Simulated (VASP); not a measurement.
A VASP calculation is set up with these files.

### INCAR
```
# general
SYSTEM  = CrN
PREC    = Accurate
ENCUT   = 520   # plane-wave cut-off (eV)
LREAL   = .FALSE.   # projection in real space or not
LASPH   = .TRUE.   # aspherical one-centre terms

# electronic loop
EDIFF   = 1E-6   # SCF stop (eV)
NELM    = 100   # most electronic steps
ALGO    = Normal
LMAXMIX = 4   # l cut-off of mixed one-centre charges
LMIXTAU = .TRUE.

# smearing
ISMEAR  = 1
SIGMA   = 0.1   # width (eV)

# functional
METAGGA = R2SCAN

# spin
ISPIN   = 2   # spin-polarised
MAGMOM  = 2.3 -0.1

# ions
IBRION  = 2   # conjugate gradients
NSW     = 60
ISIF    = 3   # ions, shape and volume
EDIFFG  = -0.01   # ionic stop

# output
LWAVE   = .FALSE.
LCHARG  = .FALSE.
LORBIT  = 10
```

### KPOINTS
```
Automatic mesh
0
Gamma
13 13 13
0 0 0
```

### POSCAR
```
CrN
1
   -0.0000000000     2.1990626023     2.1990626023
    2.1990626023    -0.0000000000     2.1990626023
    2.1990626023     2.1990626023     0.0000000000
Cr N
1 1
Direct
  0.0000000000   0.0000000000   0.0000000000
  0.2500000000   0.2500000000   0.2500000000
```

POTCAR, in this order: Cr_pv N (PBE.64 set). Program: vasp_std.

Problem. Translate this r2SCAN calculation to Ansatz.

Solution. One equivalent input (not run):
Ansatz 0.2 input:
```yaml
crystal:
  lattice:
    - [0.0000000, 2.1990626, 2.1990626]
    - [2.1990626, 0.0000000, 2.1990626]
    - [2.1990626, 2.1990626, 0.0000000]
  atoms:
    - { symbol: Cr, position: [0.0000000, 0.0000000, 0.0000000], spin: 2.3 }
    - { symbol: N, position: [0.2500000, 0.2500000, 0.2500000], spin: -0.1 }
kpoints:
  mp_grid: { grid: [13, 13, 13] }
hamiltonian:
  xc: r2scan
  pseudopotentials: { kind: paw }
magnetization: { spin_polarized: true }
scf:
  occupations: { method: methfessel_paxton, width: 0.1 }
  max_iter: 100
relax:
  max_steps: 60
  f_tol: 0.01
  cell: {}
output: { forces: true, stress: true, eigenvalues: true }
```
The two are equivalent in intent, not identical: each code has its own PAW files, so the cut-off isn't converted (ENCUT is set for VASP's; basis.ecutwfc is left out, and Ansatz then takes the one that its files recommend); Ansatz stops its SCF on the density residual and VASP on the energy change (EDIFF).

The structure was generated: CrN was put into the zinc blende type (F-43m), which need not be its known phase. This run relaxes it. Symmetry was kept, so distortions that lower it aren't found. The start is the result of an earlier pass.
